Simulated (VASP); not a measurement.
```xyz
2
Lattice="0.0000 2.2731 2.2731 2.2731 0.0000 2.2731 2.2731 2.2731 0.0000" Properties=species:S:1:pos:R:3 pbc="T T T"
B      0.0000     0.0000     0.0000
P      3.4097     3.4097     3.4097
```

Level of theory: PBE GGA, VASP's PBE PAW potentials (set 64) (plane waves; VASP). Numerical set-up: PREC = Normal, EDIFF = 1E-5, 450 eV cut-off, 11×11×11 Γ-centred mesh, Gaussian smearing of 0.050 eV, potentials B P.

What does the run give for the energy per atom (σ→0)?

```yaml
energy per atom (σ→0): -6.465 eV/atom
```

The absolute energy has meaning only against runs of the same code, potentials and settings.

The compound is BP in the zinc blende structure. It was relaxed first.
